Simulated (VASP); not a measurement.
# Sc7SbTe12 (a cell with a defect) in VASP: electric field gradients with PBE

Aim: the electric field gradients of Sc7SbTe12 (a cell with a defect) with PBE.

Everything below comes from runs of VASP 6.6.1. Logs are shortened: lines on timing, memory, paths and dates and some standing lists are left out, and cuts for length are marked.

### Step 1. Starting point

The cell holds a defect, 20 atoms: a = 13.609 Å, b = 12.973 Å, c = 7.121 Å, α = 79.46°, β = 69.58°, γ = 30.96°.

### Step 2. Electric field gradients, PBE

The input, INCAR:

```
SYSTEM = Sc7SbTe12
PREC     = Accurate       ! precision mode
ENCUT    = 520            ! plane-wave cutoff, eV
EDIFF    = 1E-8           ! SCF threshold, eV
ISMEAR   = -1             ! smearing method
SIGMA    = 0.01           ! smearing width, eV
LREAL    = Auto         
LASPH    = .TRUE.         ! aspherical terms in the spheres
NELM     = 100            ! most SCF steps
ALGO     = Fast           ! electronic algorithm
ISIF     = 2              ! what is computed and relaxed
LWAVE    = .FALSE.        ! write WAVECAR
LCHARG   = .FALSE.        ! write CHGCAR
GGA      = PE             ! functional
LEFG     = .TRUE.       
NBANDS   = 93             ! bands
```

The input, KPOINTS:

```
regular mesh
0
G
  3 3 3
  0 0 0
```

The input, POSCAR:

```
Sc7SbTe12
1.0
    0.0000000000      5.8146000000     12.3042500000
    4.1111500000      0.0000000000     12.3042500000
    4.1111500000      5.8146000000      0.0000000000
Sc Sb Te
7 1 12
Direct
    0.6679900000      0.6679900000      0.8320100000
    0.8320100000      0.8320100000      0.6679900000
    0.5820100000      0.5820100000      0.4179900000
    0.4179900000      0.4179900000      0.5820100000
    0.5003300000      0.5003300000      0.9996700000
    0.2503300000      0.2503300000      0.7496700000
    0.7496700000      0.7496700000      0.2503300000
    0.9996700000      0.9996700000      0.5003300000
    0.4959300000      0.0040700000      0.0040700000
    0.0040700000      0.4959300000      0.4959300000
    0.7540700000      0.2459300000      0.2459300000
    0.2459300000      0.7540700000      0.7540700000
    0.8333000000      0.3332000000      0.6669800000
    0.3332000000      0.8333000000      0.1665200000
    0.1665200000      0.6669800000      0.3332000000
    0.6669800000      0.1665200000      0.8333000000
    0.4167000000      0.9168000000      0.5830200000
    0.9168000000      0.4167000000      0.0834800000
    0.0834800000      0.5830200000      0.9168000000
    0.5830200000      0.0834800000      0.4167000000
```

Potentials or basis: VASP PAW PBE potentials, release 64 (Sc_sv, Sb, Te).

On the command line:

```sh
cat potpaw_PBE.64/Sc_sv/POTCAR potpaw_PBE.64/Sb/POTCAR potpaw_PBE.64/Te/POTCAR > POTCAR
mpirun -np 1 vasp_std > vasp.out
```

OUTCAR:

```text
SYSTEM = Sc7SbTe12
   PREC = Accurate
   ENCUT = 520
   EDIFF = 1E-8
   ISMEAR = -1
   LREAL = Auto
   LASPH = .TRUE.
   NELM = 100
   ISIF = 2
   GGA = PE

 ion  position               nearest neighbor table
   1  0.668  0.668  0.832-   9 2.90  10 2.90  17 2.91  18 2.91  13 2.93  14 2.93
   2  0.832  0.832  0.668-   9 2.90  10 2.90  19 2.91  20 2.91  15 2.93  16 2.93
   3  0.582  0.582  0.418-  11 2.90  12 2.90  13 2.91  14 2.91  17 2.93  18 2.93
   4  0.418  0.418  0.582-  11 2.90  12 2.90  15 2.91  16 2.91  19 2.93  20 2.93
   5  0.500  0.500  1.000-  14 2.90  13 2.90  11 2.91  12 2.91  15 2.91  16 2.91
   6  0.250  0.250  0.750-  20 2.90  19 2.90   9 2.91  10 2.91  17 2.91  18 2.91
   7  0.750  0.750  0.250-  18 2.90  17 2.90   9 2.91  10 2.91  19 2.91  20 2.91
   8  1.000  1.000  0.500-  16 2.90  15 2.90  11 2.91  12 2.91  13 2.91  14 2.91
   9  0.496  0.004  0.004-   1 2.90   2 2.90   6 2.91   7 2.91
  10  0.004  0.496  0.496-   1 2.90   2 2.90   6 2.91   7 2.91
  11  0.754  0.246  0.246-   3 2.90   4 2.90   5 2.91   8 2.91
  12  0.246  0.754  0.754-   3 2.90   4 2.90   5 2.91   8 2.91
  13  0.833  0.333  0.667-   5 2.90   8 2.91   3 2.91   1 2.93
  14  0.333  0.833  0.167-   5 2.90   8 2.91   3 2.91   1 2.93
  15  0.167  0.667  0.333-   8 2.90   5 2.91   4 2.91   2 2.93
  16  0.667  0.167  0.833-   8 2.90   5 2.91   4 2.91   2 2.93
  17  0.417  0.917  0.583-   7 2.90   6 2.91   1 2.91   3 2.93
  18  0.917  0.417  0.083-   7 2.90   6 2.91   1 2.91   3 2.93
  19  0.083  0.583  0.917-   6 2.90   7 2.91   2 2.91   4 2.93
  20  0.583  0.083  0.417-   6 2.90   7 2.91   2 2.91   4 2.93

  LATTYP: Found a face centered orthorhombic cell.
 ALAT       =     8.2223000000
 B/A-ratio  =     1.4143487832
 C/A-ratio  =     2.9928973645

  Lattice vectors:

 A1 = (   0.0000000000,   5.8146000000,  12.3042500000)
 A2 = (   4.1111500000,   0.0000000000,  12.3042500000)
 A3 = (   4.1111500000,   5.8146000000,   0.0000000000)

Analysis of symmetry for initial positions (statically):
=====================================================================
 Subroutine PRICEL returns:
 Original cell was already a primitive cell.

 Routine SETGRP: Setting up the symmetry group for a
 face centered orthorhombic supercell.

 Subroutine GETGRP returns: Found  2 space group operations
 (whereof  2 operations were pure point group operations)
 out of a pool of  8 trial point group operations.

The static configuration has the point symmetry C_2 .

Analysis of symmetry for dynamics (positions and initial velocities):
=====================================================================
 Subroutine PRICEL returns:
 Original cell was already a primitive cell.

 Routine SETGRP: Setting up the symmetry group for a
 face centered orthorhombic supercell.

 Subroutine GETGRP returns: Found  2 space group operations
 (whereof  2 operations were pure point group operations)
 out of a pool of  8 trial point group operations.

The dynamic configuration has the point symmetry C_2 .

 Subroutine INISYM returns: Found  2 space group operations
 (whereof  2 operations are pure point group operations),
 and found     1 'primitive' translations

----------------------------------------------------------------------------------------

                                     Primitive cell

  volume of cell :     588.2586

  direct lattice vectors                    reciprocal lattice vectors
     0.000000000  5.814600000 12.304250000    -0.121620471  0.085990438  0.040636365
     4.111150000  0.000000000 12.304250000     0.121620471 -0.085990438  0.040636365
     4.111150000  5.814600000  0.000000000     0.121620471  0.085990438 -0.040636365

  length of vectors
    13.608972820 12.972899537  7.121174586     0.154393033  0.154393033  0.154393033

  position of ions in fractional coordinates (direct lattice)
     0.667990000  0.667990000  0.832010000
[... 104 lines left out ...]
   NFREE  =      0    steps in history (QN), initial steepest desc. (CG)
   ISIF   =      2    stress and relaxation
   ISYM   =      2    0-nonsym 1-usesym 2-fastsym
   POTIM  = 0.5000    time-step for ionic-motion
   TEBEG  =    0.0;   TEEND  =   0.0 temperature during run
   PSTRESS=    0.0 pullay stress
   NELECT =     154.0000    total number of electrons
   NUPDOWN=      -1.0000    fix difference up-down
   EMIN   =  10.00;   EMAX   =-10.00  energy-range for DOS
   EFERMI =   0.00;   METHOD = LEGACY
   ISMEAR =    -1;   SIGMA  =   0.01  broadening in eV -4-tet -1-fermi 0-gaus
   EFERMI_NEDOS =   21; number of points for ismear=-14 and -15
   IALGO  =     68    algorithm
   IMIX   =      4    mixing-type and parameters
     AMIX     =   0.40;   BMIX     =  1.00
     AMIX_MAG =   1.60;   BMIX_MAG =  1.00
  volume/ion in A,a.u.               =      29.41       198.49
  Fermi-wavevector in a.u.,A,eV,Ry     =   1.047271  1.979055 14.922543  1.096776
  Thomas-Fermi vector in A             =   2.182144
   LORBIT       =      0    0 simple, 1 ext, 2 COOP (PROOUT), +10 PAW based schemes
   GGA     = PE    functional components
   LHFCALC =     F    Hartree Fock is set to
   AEXX    =    0.0000 exact exchange contribution
   IVDW    =     0    specifies the selected vdW correction
   LEPSILON=     F    determine dielectric tensor
   LRPA    =     F    only Hartree local field effects (RPA)
 non-spin polarized calculation
 RMM-DIIS sequential band-by-band and
  energy-cutoff  :      520.00
  volume of cell :      588.26
 maximum number of plane-waves:     15875
 NGX is ok and might be reduce to   108
   NGX = 51   NGY = 49   NGZ = 27

 number of electron     154.0000000 magnetization

 Free energy of the ion-electron system (eV)
  ---------------------------------------------------
  ext. energy  EPLUGINS =         0.00000000
  ---------------------------------------------------
  free energy    TOTEN  =      -106.56304386 eV

  energy without entropy =     -106.56304053  energy(sigma->0) =     -106.56304219

 E-fermi :   5.4982     XC(G=0):  -9.3450

 val. band max:        5.4148125333   @ k =   0.0000   0.0000   0.0000
 cond. band min:       5.5814942561   @ k =   0.0000   0.0000   0.0000
 fundamental gap:      0.1666817228
 Fermi energy:         5.4981683061

 k-point     1 :       0.0000    0.0000    0.0000
  band No.  band energies     occupation
      1     -44.7867      2.00000
      2     -44.7847      2.00000
      3     -44.7419      2.00000
      4     -44.6775      2.00000
      5     -44.6713      2.00000
      6     -44.6258      2.00000
[... 909 lines left out ...]
     88       7.0256      0.00000
     89       7.0955      0.00000
 [bands above 89 left out]

------------------------ aborting loop because EDIFF is reached ----------------------------------------

  FORCE on cell =-STRESS in cart. coord.  units (eV):
  Direction    XX          YY          ZZ          XY          YZ          ZX
  --------------------------------------------------------------------------------------
  -------------------------------------------------------------------------------------
  Total       11.5232739     10.5112817      9.8616840     -1.1224548      0.0000000      0.0000000
  in kB       31.3847126     28.6284574     26.8592174     -3.0571105      0.0000000      0.0000000
  external PRESSURE =      28.9574625 kB  Pullay stress =       0.0000000 kB

 VOLUME and BASIS-vectors are now :
 -----------------------------------------------------------------------------
  energy-cutoff  :      520.00
  volume of cell :      588.26
      direct lattice vectors                 reciprocal lattice vectors
     0.000000000  5.814600000 12.304250000    -0.121620471  0.085990438  0.040636365
     4.111150000  0.000000000 12.304250000     0.121620471 -0.085990438  0.040636365
     4.111150000  5.814600000  0.000000000     0.121620471  0.085990438 -0.040636365

 POSITION                                       TOTAL-FORCE (eV/Angst)
 -----------------------------------------------------------------------------------
      6.16673      8.72190     16.43823         0.000000      0.000000      0.066561
      6.16673      8.72190     20.47452        -0.000000      0.000000     -0.201467
      4.11115      5.81460     14.32239         0.000000     -0.000000      0.114499
      4.11115      5.81460     10.28611         0.000000      0.000000     -0.050513
      6.16673      8.72190     12.31237         0.000000      0.000000      0.220048
      4.11115      5.81460      6.16025         0.000000      0.000000     -0.025506
[... 12 lines left out ...]
      6.16598      5.81623      8.20078         0.047224      0.083405      0.068361
      2.05632      5.81297      8.20078        -0.047224     -0.083405      0.068361
 -----------------------------------------------------------------------------------
    total drift:                                0.000001     -0.000003      0.001976

  FREE ENERGIE OF THE ION-ELECTRON SYSTEM (eV)
  ---------------------------------------------------
  free  energy   TOTEN  =      -106.5630438563 eV

  energy  without entropy=     -106.5630405273  energy(sigma->0) =     -106.56304219

 Electric field gradients (V/A^2)
---------------------------------------------------------------------
 ion       V_xx      V_yy      V_zz      V_xy      V_xz      V_yz
---------------------------------------------------------------------
   1       2.030   -10.033     8.003     2.233     0.000     0.000
   2       2.611    -8.293     5.681    -2.404     0.000     0.000
   3       1.408   -11.082     9.674     5.954     0.000     0.000
   4       0.737    -9.305     8.568     0.487     0.000     0.000
   5     -11.428    16.011    -4.584     4.337     0.000     0.000
   6      -3.487     9.479    -5.992    -4.893     0.000     0.000
[... 12 lines left out ...]
  19       6.101   -15.133     9.032    -1.965   -25.303    -6.481
  20       6.101   -15.133     9.032    -1.965    25.303     6.480
---------------------------------------------------------------------

 Electric field gradients after diagonalization (V/A^2)
 (convention: |V_zz| > |V_xx| > |V_yy|)
----------------------------------------------------------------------
 ion       V_xx      V_yy      V_zz     asymmetry (V_yy - V_xx)/ V_zz
----------------------------------------------------------------------
   1       8.003     2.429   -10.433       0.534
   2       5.681     3.118    -8.799       0.291
   3       9.674     3.792   -13.465       0.437
   4       8.568     0.760    -9.329       0.837
   5     -12.097    -4.584    16.680       0.450
   6      -5.992    -5.126    11.119       0.078
[... 12 lines left out ...]
  19     -22.561   -10.589    33.150       0.361
  20     -22.561   -10.589    33.150       0.361
----------------------------------------------------------------------

           NMR quadrupolar parameters

 Cq : quadrupolar parameter    Cq=e*Q*V_zz/h
 eta: asymmetry parameters     (V_yy - V_xx)/ V_zz
 Q  : nuclear electric quadrupole moment in mb (millibarn)
----------------------------------------------------------------------
 ion       Cq(MHz)       eta       Q (mb)
----------------------------------------------------------------------
   1      -0.025       0.534       1.000
   2      -0.021       0.291       1.000
   3      -0.033       0.437       1.000
   4      -0.023       0.837       1.000
   5       0.040       0.450       1.000
   6       0.027       0.078       1.000
[... 12 lines left out ...]
  19       0.080       0.361       1.000
  20       0.080       0.361       1.000
----------------------------------------------------------------------
```

Run time: 37 min. Hardware: 1 thread of Intel Xeon Platinum 8488C (Sapphire Rapids), shared host; peak memory 1.2 GiB.

What came out:

| Property | Result |
| --- | --- |
| Free energy | -106.5630 eV |
| Pressure | 2.9 GPa |
| Largest force | 0.714 eV/Å |
| Band gap on the k mesh | 0.17 eV, direct |

Forces on the atoms (eV/Å):
```
Sc   0.000  0.000  0.067
Sc   0.000  0.000 -0.201
Sc   0.000  0.000  0.114
Sc   0.000  0.000 -0.051
Sc   0.000  0.000  0.220
Sc   0.000  0.000 -0.026
Sc   0.000  0.000 -0.037
Sb   0.000  0.000 -0.361
Te   0.116 -0.003  0.033
Te  -0.116  0.003  0.033
Te  -0.030 -0.483 -0.012
Te   0.030  0.483 -0.012
Te   0.529  0.014  0.480
Te  -0.529 -0.014  0.480
Te  -0.369 -0.088 -0.394
Te   0.369  0.088 -0.394
Te   0.060 -0.076 -0.038
Te  -0.060  0.076 -0.038
Te   0.047  0.083  0.068
Te  -0.047 -0.083  0.068
```

Electric field gradients, principal values (V/Å²):
| atom | Vxx | Vyy | Vzz |
| --- | --- | --- | --- |
| 1 Sc | 2.429 | 8.003 | -10.433 |
| 2 Sc | 3.118 | 5.681 | -8.799 |
| 3 Sc | 3.792 | 9.674 | -13.465 |
| 4 Sc | 0.760 | 8.568 | -9.329 |
| 5 Sc | -4.584 | -12.097 | 16.680 |
| 6 Sc | -5.126 | -5.992 | 11.119 |
| 7 Sc | -5.046 | -5.902 | 10.948 |
| 8 Sb | -33.310 | -36.646 | 69.956 |
| 9 Te | -6.479 | -29.856 | 36.336 |
| 10 Te | -6.479 | -29.857 | 36.336 |
| 11 Te | -97.449 | -115.018 | 212.467 |
| 12 Te | -97.449 | -115.018 | 212.467 |
| 13 Te | -82.125 | -93.799 | 175.924 |
| 14 Te | -82.125 | -93.799 | 175.924 |
| 15 Te | -78.145 | -143.908 | 222.053 |
| 16 Te | -78.145 | -143.908 | 222.053 |
| 17 Te | -12.121 | -18.647 | 30.768 |
| 18 Te | -12.121 | -18.647 | 30.768 |
| 19 Te | -10.589 | -22.561 | 33.150 |
| 20 Te | -10.589 | -22.561 | 33.150 |

Caveat: spin-orbit coupling is left out, which moves the levels of the heavy elements. PBE gaps usually lie below the measured ones, often by a third to a half.
